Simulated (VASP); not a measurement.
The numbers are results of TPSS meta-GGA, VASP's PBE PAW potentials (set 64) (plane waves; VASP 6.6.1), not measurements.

A VASP calculation is set up with these files.

POSCAR:
```
Ca
1
    0.0000000000     2.7382179966     2.7382179966
    2.7382179966     0.0000000000     2.7382179966
    2.7382179966     2.7382179966     0.0000000000
Ca
1
Direct
  0.0000000000   0.0000000000   0.0000000000
```

INCAR:
```
# general
SYSTEM  = Ca
PREC    = Accurate
ENCUT   = 520
LREAL   = .False.
LASPH   = .True.

# electronic loop
EDIFF   = 1E-7
NELM    = 100
ALGO    = Normal
LMIXTAU = .True.

# smearing
ISMEAR  = 1
SIGMA   = 0.1

# functional
METAGGA = TPSS

# ions
ISIF    = 2

# output
LWAVE   = .False.
LCHARG  = .False.
```

KPOINTS:
```
Automatic
0
G
  11 11 11
0 0 0
```

POTCAR, in this order: Ca_sv (PBE.64 set). Program: vasp_std.

Output

### OSZICAR
```
       N       E                     dE             d eps       ncg     rms          rms(c)
DAV:   1     0.177651426559E+03    0.17765E+03   -0.16511E+06  1008   0.612E+06
DAV:   2    -0.945126780584E+03   -0.11228E+04   -0.10974E+04  1702   0.831E+02
DAV:   3    -0.209933491367E+04   -0.11542E+04   -0.21311E+04  1791   0.511E+02
DAV:   4    -0.404352009775E+03    0.16950E+04   -0.42811E+03  1813   0.904E+02
DAV:   5    -0.296841487152E+04   -0.25641E+04   -0.29716E+04  1806   0.214E+02    0.255E+00
DAV:   6    -0.776070922526E+03    0.21923E+04   -0.81783E+03  1739   0.119E+03    0.166E+00
DAV:   7    -0.866686683861E+01    0.76740E+03   -0.30918E+02  1523   0.526E+01    0.154E+00
DAV:   8    -0.864273533328E+01    0.24132E-01   -0.60795E-01  1472   0.282E+00    0.115E+00
DAV:   9    -0.856033262865E+01    0.82403E-01   -0.23658E-01  1336   0.685E+00    0.283E-01
DAV:  10    -0.857905922144E+01   -0.18727E-01   -0.12221E-01  1175   0.484E+00    0.283E-01
DAV:  11    -0.842527848147E+01    0.15378E+00   -0.26413E-01  1102   0.669E+00    0.166E-01
DAV:  12    -0.840451165525E+01    0.20767E-01   -0.19163E-02  1435   0.203E+00    0.169E-01
DAV:  13    -0.853367930877E+01   -0.12917E+00   -0.20689E-01  1015   0.599E+00    0.151E-01
DAV:  14    -0.855302242033E+01   -0.19343E-01   -0.42156E-03  1574   0.647E-01    0.102E-01
DAV:  15    -0.857282578396E+01   -0.19803E-01   -0.10089E-02  1035   0.896E-01    0.616E-02
DAV:  16    -0.857290148708E+01   -0.75703E-04   -0.54709E-04  1652   0.270E-01    0.279E-02
DAV:  17    -0.857273645787E+01    0.16503E-03   -0.10744E-04  1547   0.912E-02    0.302E-02
DAV:  18    -0.857316920544E+01   -0.43275E-03   -0.16428E-04  1070   0.155E-01    0.219E-02
DAV:  19    -0.857309361051E+01    0.75595E-04   -0.45311E-05  1074   0.740E-02    0.156E-02
DAV:  20    -0.857315498256E+01   -0.61372E-04   -0.19520E-05  1087   0.541E-02    0.133E-02
DAV:  21    -0.857315534932E+01   -0.36676E-06   -0.70188E-06  1133   0.336E-02    0.114E-02
DAV:  22    -0.857318996728E+01   -0.34618E-04   -0.15823E-05  1158   0.421E-02    0.739E-03
DAV:  23    -0.857318512952E+01    0.48378E-05   -0.23363E-06  1370   0.145E-02    0.598E-03
DAV:  24    -0.857318788079E+01   -0.27513E-05   -0.96124E-07  1117   0.991E-03    0.477E-03
DAV:  25    -0.857318975894E+01   -0.18782E-05   -0.46719E-06  1204   0.234E-02    0.176E-03
DAV:  26    -0.857318968109E+01    0.77851E-07   -0.66323E-07  1350   0.821E-03
   1 F= -.85731897E+01 E0= -.85730723E+01  d E =-.352049E-03
```

**OUTCAR**
```
------------------------ aborting loop because EDIFF is reached ----------------------------------------
  FORCE on cell =-STRESS in cart. coord.  units (eV):
  Direction    XX          YY          ZZ          XY          YZ          ZX
  --------------------------------------------------------------------------------------
  Total        0.1422220      0.1422220      0.1422220     -0.0000000      0.0000000     -0.0000000
  in kB        5.5493641      5.5493641      5.5493641     -0.0000000      0.0000000     -0.0000000
  external PRESSURE =       5.5493641 kB  Pullay stress =       0.0000000 kB
  volume of cell :       41.06
      direct lattice vectors                 reciprocal lattice vectors
     0.000000000  2.738217997  2.738217997    -0.182600509  0.182600509  0.182600509
     2.738217997  0.000000000  2.738217997     0.182600509 -0.182600509  0.182600509
     2.738217997  2.738217997  0.000000000     0.182600509  0.182600509 -0.182600509
 POSITION                                       TOTAL-FORCE (eV/Angst)
 -----------------------------------------------------------------------------------
      0.00000      0.00000      0.00000         0.000000      0.000000      0.000000
 -----------------------------------------------------------------------------------
    total drift:                               -0.000000     -0.000000     -0.000000
  FREE ENERGIE OF THE ION-ELECTRON SYSTEM (eV)
  ---------------------------------------------------
  free  energy   TOTEN  =        -8.5731896811 eV

  energy  without entropy=       -8.5728376325  energy(sigma->0) =       -8.57307233
```
(Selected blocks of OUTCAR.)

The compound is Ca in the fcc structure. This cell is one point of a volume scan, at 0.97 of the reference volume.
